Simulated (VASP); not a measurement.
Here is the system:

```
ZnS
1.0
    1.91158    -3.31095     0.00000
    1.91158     3.31095     0.00000
    0.00000     0.00000     6.26897
Zn S
2 2
Direct
  0.66667   0.33333   0.50023
  0.33333   0.66667   0.00023
  0.66667   0.33333   0.87477
  0.33333   0.66667   0.37477
```

Method: rev-vdW-DF2, VASP's PBE PAW potentials (set 64) (plane waves; VASP). Run with 520 eV cut-off, 8×8×4 Γ-centred mesh, tetrahedra with Blöchl corrections, potentials Zn S.

**Question.** Estimate the energy per atom (σ→0).

**Answer.** 
- energy per atom (σ→0) = -1.419 eV/atom

The absolute energy has meaning only against runs of the same code, potentials and settings.

The compound is ZnS in the wurtzite structure, the high-temperature form. It was relaxed first.
